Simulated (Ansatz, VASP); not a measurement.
# VH in two plane-wave programs

Wanted: the spread between two codes on one cell, functional and k mesh. Of the first pair: The two relaxations start from unlike cells of this crystal (the structure described is Ansatz's start), so only their ends are compared.

Program: Ansatz 0.2.0. Level of theory: plane waves, with VASP 6.6.1 beside it; relaxation of cell and atoms at LDA. Results are calculated unless marked as measured.

### Step 1. The starting structure

It takes space group Fm-3m (No. 225, cubic). Conventional cell: a = 3.928 Å, b = 3.928 Å, c = 3.928 Å, α = 90.00°, β = 90.00°, γ = 90.00°. Nearest to V lie 6 H at 1.96 Å. Nearest to H lie 6 V at 1.96 Å. Farther neighbours are not listed.

### Step 2. VASP: relaxation of cell and atoms, LDA, pair 1

The relaxed volume is the usual yardstick between codes: in a stiff, nearly cubic crystal its relative difference is about their pressure difference at one cell divided by the bulk modulus.

Lines of VASP's logs that name or quote its potential files are left out, and so is its time.

File INCAR:

```
SYSTEM = VH
PREC = Accurate
ENCUT = 500
EDIFF = 1E-07
NELM = 120
ISMEAR = 0
SIGMA = 0.1
LREAL = .FALSE.
ALGO = Normal
GGA = CA
NBANDS = 13
LASPH = .TRUE.
LORBIT = 11
LWAVE = .FALSE.
LCHARG = .FALSE.
ISIF = 3
IBRION = 2
NSW = 80
EDIFFG = -0.005
GGA_COMPAT = .FALSE.
NELMIN = 4
KPAR = 2
```

File POSCAR:

```
VH
1.0
    0.0000000000      1.9335993233      1.9335993233
    1.9335993233      0.0000000000      1.9335993233
    1.9335993233      1.9335993233      0.0000000000
V H
1 1
Direct
    0.0000000000      0.0000000000      0.0000000000
    0.5000000000      0.5000000000      0.5000000000
```

File KPOINTS:

```
Automatic mesh
0
Gamma
8 8 8
0 0 0
```

The projector-augmented-wave data sets are V_sv and H (LDA family, release 64).

On the command line:

```sh
$ mpirun -np 2 vasp_std
```

Numbers of over 12 decimals in the logs are rounded to 6 here.

The log of the run:

```text
[banner, memory and clock lines left out]
running    2 mpi-ranks, on    1 nodes
 distrk:  each k-point on    1 cores,    2 groups
 distr:  one band on    1 cores,    1 groups

 POSCAR found type information on POSCAR V H
 POSCAR found :  2 types and       2 ions
 LDA part: xc-table for (Slater(with rela. corr.)+CA(PZ))
 , standard interpolation
 POSCAR, INCAR and KPOINTS ok, starting setup
 FFT: planning ... GRIDC
 FFT: planning ... GRID_SOFT
 FFT: planning ... GRID
 WAVECAR not read
 entering main loop
       N       E                     dE             d eps       ncg     rms          rms(c)
DAV:   1     0.924461571351E+02    0.92446E+02   -0.74944E+03   762   0.118E+03
DAV:   2    -0.143530273556E+02   -0.10680E+03   -0.10334E+03   784   0.327E+02
DAV:   3    -0.158748848246E+02   -0.15219E+01   -0.15171E+01   849   0.446E+01
DAV:   4    -0.158817249098E+02   -0.68401E-02   -0.68399E-02   829   0.321E+00
DAV:   5    -0.158817970374E+02   -0.72128E-04   -0.72128E-04   839   0.311E-01    0.235E+01
DAV:   6    -0.139927662564E+02    0.18890E+01   -0.38822E+00   764   0.337E+01    0.268E+00
DAV:   7    -0.139544320440E+02    0.38334E-01   -0.14774E-01   759   0.488E+00    0.231E+00
DAV:   8    -0.139398506444E+02    0.14581E-01   -0.10733E-02   774   0.143E+00    0.466E-01
DAV:   9    -0.139398078518E+02    0.42793E-04   -0.75139E-04   794   0.350E-01    0.142E-01
DAV:  10    -0.139397859667E+02    0.21885E-04   -0.41125E-05   789   0.733E-02    0.288E-02
DAV:  11    -0.139397853912E+02    0.57543E-06   -0.37107E-06   844   0.229E-02    0.233E-03
DAV:  12    -0.139397853042E+02    0.87083E-07   -0.84986E-08   599   0.307E-03
   1 F= -.13939785E+02 E0= -.13937098E+02  d E =-.139398E+02
 curvature:   0.00 expect dE= 0.000E+00 dE for cont linesearch  0.000E+00
 trial: gam= 0.00000 g(F)=  0.352E-63 g(S)=  0.821E-05 ort = 0.000E+00 (trialstep = 0.100E+01)
 search vector abs. value=  0.821E-05
 bond charge predicted
       N       E                     dE             d eps       ncg     rms          rms(c)
DAV:   1    -0.139399229640E+02   -0.13757E-03   -0.21185E-03   754   0.774E-01    0.135E-01
DAV:   2    -0.139397907010E+02    0.13226E-03   -0.32776E-04   759   0.307E-01    0.260E-02
DAV:   3    -0.139397880332E+02    0.26678E-05   -0.25794E-06   769   0.203E-02    0.137E-02
DAV:   4    -0.139397870477E+02    0.98556E-06   -0.13367E-06   769   0.115E-02    0.121E-03
DAV:   5    -0.139397870326E+02    0.15077E-07   -0.28224E-08   444   0.149E-03
   2 F= -.13939787E+02 E0= -.13937103E+02  d E =-.172846E-05
 trial-energy change:   -0.000002  1 .order   -0.000002   -0.000008    0.000004
 step:   0.6541(harm=  0.6541)  dis= 0.00000  next Energy=   -13.939788 (dE=-0.269E-05)
 reached required accuracy - stopping structural energy minimisation
```

OUTCAR, selected parts (step 2):

```text
ion  position               nearest neighbor table
   1  0.000  0.000  0.000-
   2  0.500  0.500  0.500-

  LATTYP: Found a face centered cubic cell.
 ALAT       =     3.8671986466

 Subroutine GETGRP returns: Found 48 space group operations
 (whereof 48 operations were pure point group operations)

The static configuration has the point symmetry O_h .

 Found     29 irreducible k-points:

   k-points           NKPTS =     29   k-points in BZ     NKDIM =     29   number of bands    NBANDS=     13

   dimension x,y,z NGX =    20 NGY =   20 NGZ =   20
   dimension x,y,z NGXF=    40 NGYF=   40 NGZF=   40

   ENCUT  =  500.0 eV  36.75 Ry    6.06 a.u.   4.99  4.99  4.99*2*pi/ulx,y,z

   NELECT =      14.0000    total number of electrons

 k-points in reciprocal lattice and weights: Automatic mesh
   0.00000000  0.00000000  0.00000000       0.002
   0.12500000  0.00000000  0.00000000       0.016
   0.25000000  0.00000000  0.00000000       0.016
   0.37500000  0.00000000  0.00000000       0.016
   0.50000000  0.00000000  0.00000000       0.008
   0.12500000  0.12500000  0.00000000       0.012
   0.25000000  0.12500000  0.00000000       0.047
   0.37500000  0.12500000  0.00000000       0.047
   0.50000000  0.12500000  0.00000000       0.047
[...]
-0.37500000  0.50000000  0.12500000       0.023
  -0.25000000  0.50000000  0.25000000       0.012

 average (electrostatic) potential at core
       1 -70.0991       2 -27.3136

 E-fermi :  10.3093

 k-point     1 :       0.0000    0.0000    0.0000
  band No.  band energies     occupation
    ...
      4     -26.8527      2.00000
      5      -0.3722      2.00000
      6      10.2137      1.82355
      7      10.2137      1.82355
      8      10.2137      1.82355
      9      11.7793      0.00000
     10      11.7793      0.00000
     11      23.7101      0.00000
     12      27.1372      0.00000
     13      29.1391      0.00000

 k-point     2 :       0.1250    0.0000    0.0000
  band No.  band energies     occupation
    ...
      2     -26.9768      2.00000
      3     -26.8671      2.00000
      4     -26.8671      2.00000
      5       0.1392      2.00000
      6       9.8771      2.00000
      7      10.3763      0.34317
      8      10.3763      0.34317
      9      11.6548      0.00000
     10      11.6548      0.00000
     11      21.6727      0.00000
    ...

 k-point     3 :       0.2500    0.0000    0.0000
  band No.  band energies     occupation
    ...
      4     -26.9018      2.00000
      5       1.5363      2.00000
      6       8.9719      2.00000
      7      10.3377      0.68792
      8      10.3377      0.68791
      9      11.8980      0.00000
     10      11.8980      0.00000
     11      19.1774      0.00000
     12      25.6896      0.00000
     13      30.5899      0.00000

  Total        0.0056338      0.0056338      0.0056338     -0.0000000     -0.0000000      0.0000000
  in kB        0.6247652      0.6247652      0.6247652     -0.0000000     -0.0000000      0.0000000
  external PRESSURE =       0.6247652 kB  Pullay stress =       0.0000000 kB

  energy-cutoff  :      500.00
  volume of cell :       14.45
      direct lattice vectors                 reciprocal lattice vectors
     0.000000000  1.933102390  1.933102390    -0.258651586  0.258651586  0.258651586
     1.933102390  0.000000000  1.933102390     0.258651586 -0.258651586  0.258651586
     1.933102390  1.933102390 -0.000000000     0.258651586  0.258651586 -0.258651586

 POSITION                                       TOTAL-FORCE (eV/Angst)
 -----------------------------------------------------------------------------------
      1.93310      1.93310     -0.00000         0.000000     -0.000000      0.000000
      1.93310      1.93310      1.93310        -0.000000      0.000000     -0.000000
 -----------------------------------------------------------------------------------
    total drift:                                0.000000      0.000000      0.000000

  FREE ENERGIE OF THE ION-ELECTRON SYSTEM (eV)
  ---------------------------------------------------
  free  energy   TOTEN  =       -13.9397870326 eV

  energy  without entropy=      -13.9344198099  energy(sigma->0) =      -13.93710342

 reached required accuracy - stopping structural energy minimisation

 total charge
# of ion       s       p       d       tot
------------------------------------------
    1        2.287   6.253   3.226  11.766
    2        0.544   0.034   0.000   0.577
--------------------------------------------------
tot          2.831   6.287   3.226  12.343

[... 3 further parts left out ...]
```

This run has no spin polarisation, so a moment on V, if there is one, isn't seen.

### Step 3. Ansatz: relaxation of cell and atoms, LDA, pair 1

Ansatz runs on norm-conserving files, of PseudoDojo where its log says so.

Its own start cell and the same functional (in two slightly different forms), mesh and smearing now go to Ansatz, which takes its cutoff from its data sets.

File input.yaml:

```yaml
crystal:
  lattice:
    - [0.0, 1.96375358, 1.96375358]
    - [1.96375358, 0.0, 1.96375358]
    - [1.96375358, 1.96375358, 0.0]
  atoms:
    - { symbol: V, position: [0.0, 0.0, 0.0] }
    - { symbol: H, position: [0.5, 0.5, 0.5] }
kpoints:
  mp_grid: { grid: [8, 8, 8] }
hamiltonian:
  xc: lda
  pseudopotentials: { kind: nc }
scf:
  occupations: { method: gaussian, width: 0.1 }
output:
  forces: true
  stress: true
  eigenvalues: true
relax:
  adjacent_minimum: "off"
  f_tol: 0.05
  max_steps: 80
  cell: { stress_tol: 0.5 }
```

On the command line:

```sh
$ ansatz run input.yaml --threads 4 --pin off --max-ram 7168MiB --backend cpu --events-out ev --progress --plain --runs-dir out
```

The log of the run:

```text
The last accepted step is kept in <dir> (removed where the run ends without a failure and the disk answers)
Engine: ansatz 0.2.0, aarch64-unknown-linux-gnu
Pseudopotentials: kind: nc
Pseudopotential: V, nc, valence charge 13, recommended cutoff 1142.878222 eV (normal), V.nc.azcp (PseudoDojo's, or run here from an input of PseudoDojo's: the run reads no file of this project's for it)
Pseudopotential: H, nc, valence charge 1, recommended cutoff 1006.821291 eV (normal), H.nc.azcp (PseudoDojo's, or run here from an input of PseudoDojo's: the run reads no file of this project's for it)
Functional definition: SPW92
  exchange = slater_x
  correlation = pw_c
Crystal: 2 atoms, lattice volume = 15.146 Å³
Basis set: ecut = 1142.878222 eV, 1363 PW (Γ)
Bands: 11, of which v1, the nominal top of the filled ones, is band 7 counted from 1 (6 counted from 0)
Symmetry: 48 space group operations
Space group: Fm-3m (ITA 225), of the structure as read, at distance tolerance 2.5e-5 Å
k-points: 29 of 512
Non-local potential: V, projectors of the file, l = 0: 2, l = 1: 2, l = 2: 2
Non-local potential: H, projectors of the file, l = 0: 2, l = 1: 1
Initial density: superposition of atomic densities (chi_scale 0.1, normalization cell, long waves kept (reshape's long-wave potential 0.00 eV rms))
Initial wavefunctions: pseudopotential atomic-orbital guess
Functional: x = slater, c = lda
SCF iter   1: F=—  HF=-2023.691862 eV  |F-HF|=—  |Δ(HF+E_count)|=         —  Δρ=1.11e-1  dr2=1.44e0  ethr=3.10e-3  ⟨swp⟩=5.7  Hψ=1923  notcnv=0
preconditioner: auto → none  [metal: Δε(μ)=0.060 eV  Ē_g=7.270 eV  σ=0.100 eV  W_gap=0.32  n_scr=0 (ndim 8)  ℏωp=23.4 eV  f_vac=0.000  D(μ)=1.66/eV (n_scr^D=14)]
SCF iter   2: F=—  HF=-2023.344326 eV  |F-HF|=—  |Δ(HF+E_count)|=   3.48e-1  Δρ=5.76e-2  dr2=2.62e-1  ethr=3.10e-3  ⟨swp⟩=3.3  Hψ=1031  notcnv=0  defer=1
SCF iter   3: F=—  HF=-2023.264586 eV  |F-HF|=—  |Δ(HF+E_count)|=   7.97e-2  Δρ=2.05e-2  dr2=1.00e-2  ethr=1.87e-3  ⟨swp⟩=3.1  Hψ=734  notcnv=0  defer=2
SCF iter   4: F=—  HF=-2023.263086 eV  |F-HF|=—  |Δ(HF+E_count)|=   1.50e-3  Δρ=2.08e-3  dr2=3.15e-4  ethr=7.16e-5  ⟨swp⟩=2.6  Hψ=526  notcnv=0  defer=2
SCF iter   5: F=—  HF=-2023.263010 eV  |F-HF|=—  |Δ(HF+E_count)|=   7.53e-5  Δρ=8.83e-4  dr2=8.48e-5  ethr=2.25e-6  ⟨swp⟩=3.1  Hψ=578  notcnv=0  defer=2
SCF iter   6: F=—  HF=-2023.262984 eV  |F-HF|=—  |Δ(HF+E_count)|=   2.62e-5  Δρ=2.65e-4  dr2=7.56e-6  ethr=6.06e-7  ⟨swp⟩=2.9  Hψ=501  notcnv=0  defer=2
SCF iter   7: F=-2023.262982 eV  HF=-2023.262982 eV  |F-HF|=5.57e-8  |Δ(HF+E_count)|=   2.34e-6  Δρ=2.87e-5  dr2=8.93e-8  ethr=7.14e-10  ⟨swp⟩=7.7  Hψ=2146  notcnv=0
SCF 1 converged in 7 iterations: F = -2023.262982 eV  dr2 = 8.93e-8
relax step   1: F+E_penalty+E_count = -2023.26298165 eV  Δ(F+E_penalty+E_count) = +0.000e0 eV  max|allowed force component| = 1.676e-30 eV/Å  Δτ_max = 0.0000 Å  P = -10.109 GPa  Ω = 15.146 Å³  (7 SCF iters, dr2 threshold 1.00e-7 eV, accepted)
[...]
relax step   2: F+E_penalty+E_count = -2023.28464697 eV  Δ(F+E_penalty+E_count) = -2.167e-2 eV  max|allowed force component| = 8.217e-31 eV/Å  Δτ_max = 0.0000 Å  P = +3.242 GPa  Ω = 14.234 Å³  energy of the carried Pulay correction = +9.657e-5 eV  (5 SCF iters, dr2 threshold 2.00e-7 eV, accepted)
[...]
relax step   3: F+E_penalty+E_count = -2023.28657608 eV  Δ(F+E_penalty+E_count) = -1.929e-3 eV  max|allowed force component| = 6.245e-31 eV/Å  Δτ_max = 0.0000 Å  P = -0.239 GPa  Ω = 14.445 Å³  energy of the carried Pulay correction = +7.368e-5 eV  (4 SCF iters, dr2 threshold 2.00e-7 eV, accepted)
[...]
relax step   4: F+E_penalty+E_count = -2023.28653686 eV  Δ(F+E_penalty+E_count) = +3.922e-5 eV  max|allowed force component| = 1.052e-30 eV/Å  Δτ_max = 0.0000 Å  P = -0.251 GPa  Ω = 14.445 Å³  stress off target by 2.51e-1 GPa  SCF on the basis re-selected at this cell (its energy is not comparable with the rows above)  (4 SCF iters)
basis re-selected at this cell: Δ(F+E_penalty+E_count) = +3.922e-5 eV, ΔP = -0.012 GPa vs the last step (what re-selecting the basis moved, of the pressure what is left beyond the Pulay correction that the steps carried, after the strain that the cell walked since its last selection, with what the two solves' SCF thresholds leave and, on support functions, any second-order correction that the steps lacked; it is no m [...]
SCF converged after 4 iterations
Free energy (F): -2023.286537 eV
Harris-Foulkes:  -2023.286537 eV  (|F-HF|=1.73e-11)
Internal energy: -2023.281235 eV  (E = F + TS)
E sigma→0 (E₀):  -2023.283886 eV
Entropy (-TS):   -0.005301 eV (-2.651 meV/atom)
Fermi energy:    16.872226 eV
--- Per-component energies (eV) ---
  E_band       = -136.048187
  E_kinetic    = 847.486404
  E_local      = -1443.905053  (includes V_loc(G=0)·N_el)
  E_nonlocal   = 5.953345
  E_hartree    = 391.278619
  E_xc         = -319.754622
  E_vxc        = -328.139980  (∫ρ·V_xc dr)
  E_ewald      = -1504.339929
  E_smearing   = -0.005301  (= −TS)
  E_closure    = 0.000000  (closes the sum)
  Σ components = -2023.286537   (vs F -2023.286537, Δ=0.00e0)
--- Forces (eV/Å), atoms counted from 1 ---
  atom   1  V     -0.00000000     0.00000000    -0.00000000
  atom   2  H      0.00000000     0.00000000    -0.00000000
  max |Σ_I F_I| component: 7.89e-31 eV/Å
--- Stress (GPa, compression-positive) ---
       -0.251456      -0.000000      -0.000000
        0.000000      -0.251456       0.000000
       -0.000000       0.000000      -0.251456
  P = ⅓ Tr σ = -0.2515 GPa (-2.515 kbar)
--- Band table (eV; the first three rows and the last of 29) ---
  k-point 0: bands = [... 3 lower, -20.3412, 6.1676, 16.7787, 16.7787, 16.7787, 18.3442, 18.3442, 30.2342]
  k-point 1: bands = [... 3 lower, -20.3556, 6.6786, 16.4406, 16.9418, 16.9418, 18.2194, 18.2194, 28.2183]
  k-point 2: bands = [... 3 lower, -20.3903, 8.0745, 15.5305, 16.9007, 16.9007, 18.4662, 18.4662, 25.7321]
  k-point 28: bands = [... 3 lower, -20.6384, 9.9556, 15.4017, 15.4017, 17.7339, 20.0581, 23.2464, 24.8260]
--- Relaxed structure (3 steps of the walk, 3 accepted, 1 SCFs on fresh bases) ---
  F+E_penalty+E_count = -2023.28653686 eV   max|allowed force component| = 1.052e-30 eV/Å   (the final SCF, on the basis selected at the relaxed cell)
  cell:  # Å, volume = 14.4449 Å³
    - [0, 1.932983, 1.932983]
    - [1.932983, 0, 1.932983]
    - [1.932983, 1.932983, 0]
  atoms:
    - { symbol: V, position: [0, 0, 0] }
    - { symbol: H, position: [0.5, 0.5, 0.5] }
```

### Step 4. Side by side

Known differences besides the potentials themselves: the two LDA forms differ slightly; the cutoff is 1142.88 eV in Ansatz and 500 eV in VASP; VASP's log shows a relativistic correction to its local exchange, Ansatz's none; Ansatz adds a Pulay correction to the stress that steers its cell, VASP none. Total energies have different zeros and are not compared.

The two programs side by side:

```
                                         quantity  Ansatz   VASP  difference
                                      volume (Å³)   14.44  14.45     -0.02 %
edge a after relaxation, in the typed setting (Å)   2.734  2.734     +0.00 %
```

### Step 5. Ansatz: relaxation of cell and atoms, LDA, pair 2

The relaxed volume is the usual yardstick between codes: in a stiff, nearly cubic crystal its relative difference is about their pressure difference at one cell divided by the bulk modulus. Its start cell is another than that of the pair before, and may be another structure of the material.

The cell is taken from a series of runs on this material, whose earlier steps may have relaxed, scaled, displaced or heated it; both programs get it as it stands.

input.yaml, the sections that differ from step 3:

```yaml
crystal:
  lattice:
    - [0.0, 1.9343437822, 1.9343437822]
    - [1.9343437822, 0.0, 1.9343437822]
    - [1.9343437822, 1.9343437822, 0.0]
  atoms:
    - { symbol: V, position: [0.0, 0.0, 0.0] }
    - { symbol: H, position: [0.5, 0.5, 0.5] }
kpoints:
  mp_grid: { grid: [16, 16, 16] }
scf:
  occupations: { method: methfessel_paxton, width: 0.15 }
relax:
  adjacent_minimum: "off"
  f_tol: 0.001
  max_steps: 60
  cell: { stress_tol: 0.01 }
# hamiltonian, output: as in step 3
```

The log of the run:

```text
[...]
Crystal: 2 atoms, lattice volume = 14.475 Å³
Basis set: ecut = 1142.878222 eV, 1243 PW (Γ)
Bands: 11, of which v1, the nominal top of the filled ones, is band 7 counted from 1 (6 counted from 0)
Symmetry: 48 space group operations
[...]
k-points: 145 of 4096
[...]
k-point 144: bands = [... 3 lower, -20.7050, 9.9225, 15.3549, 15.3549, 17.6748, 19.9887, 23.1721, 24.7599]
--- Relaxed structure (2 steps of the walk, 2 accepted, 1 SCFs on fresh bases) ---
[...]
cell:  # Å, volume = 14.4737 Å³
    - [0, 1.934268, 1.934268]
    - [1.934268, 0, 1.934268]
    - [1.934268, 1.934268, 0]
  atoms:
    - { symbol: V, position: [0, 0, 0] }
    - { symbol: H, position: [0.5, 0.5, 0.5] }
[key lines of the parts left out:]
SCF converged after 4 iterations
Free energy (F): -2023.269960 eV
Fermi energy:    16.813608 eV
P = ⅓ Tr σ = 0.0031 GPa (0.031 kbar)
```

(Part 1 of 2 ends here.)

[Lines on the potential files, build, host, timing and source positions are cut from VASP's logs without a mark.]

[Logs are printed without paths, hosts, clocks, repeated set-up lines and the standing remarks that a program may print on its own settings, such as how far it seeks lower states.]

[Hosts, paths, dates, database ids (printed as entryN), source tags and the programs' standing remarks are cut or masked in the printed files.]
